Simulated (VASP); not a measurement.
```xyz
2
Lattice="2.8694 0.0000 0.0000 -1.4347 2.4849 0.0000 0.0000 0.0000 4.7594" Properties=species:S:1:pos:R:3 pbc="T T T"
Ag     0.0000     1.6566     1.1898
Ag     1.4347     0.8283     3.5695
```

These are SCAN meta-GGA, VASP's PBE PAW potentials (set 64) (plane waves; VASP) values and carry that method's errors. Settings: 400 eV cut-off, 16×16×9 Γ-centred mesh, tetrahedra with Blöchl corrections, potentials Ag.

**Question.** Give the energies of bands 1 to 14 at the high-symmetry points, in eV from the Fermi level.

**Answer.** 
| band | Γ | M | K | A | L | H |
|---|---|---|---|---|---|---|
| 1 | -8.07 | -6.72 | -6.27 | -6.73 | -6.64 | -5.94 |
| 2 | -6.77 | -6.35 | -5.69 | -6.73 | -6.64 | -5.94 |
| 3 | -5.20 | -6.34 | -5.69 | -5.09 | -6.01 | -5.52 |
| 4 | -5.04 | -5.08 | -5.33 | -5.09 | -6.01 | -5.52 |
| 5 | -5.04 | -4.83 | -5.11 | -5.09 | -4.25 | -4.96 |
| 6 | -4.81 | -4.60 | -5.11 | -5.09 | -4.25 | -4.96 |
| 7 | -4.81 | -4.06 | -4.36 | -4.84 | -3.42 | -4.39 |
| 8 | -4.38 | -3.21 | -3.54 | -4.84 | -3.42 | -4.39 |
| 9 | -4.38 | -3.20 | -3.54 | -3.71 | -3.12 | -3.33 |
| 10 | -3.38 | -3.07 | -3.47 | -3.71 | -3.12 | -3.33 |
| 11 | -3.38 | 0.12 | 3.35 | -3.71 | 0.79 | 4.29 |
| 12 | -0.54 | 1.63 | 3.35 | -3.71 | 0.79 | 4.29 |
| 13 | 3.47 | 7.06 | 3.35 | 11.22 | 4.77 | 5.82 |
| 14 | 16.49 | 7.33 | 9.56 | 11.22 | 4.77 | 5.82 |

It has no gap at this level: it comes out as a metal or semimetal.

The structure comes from a measured Ag entry (P6_3/mmc) of the Crystallography Open Database, whose conditions weren't checked. It was relaxed first.
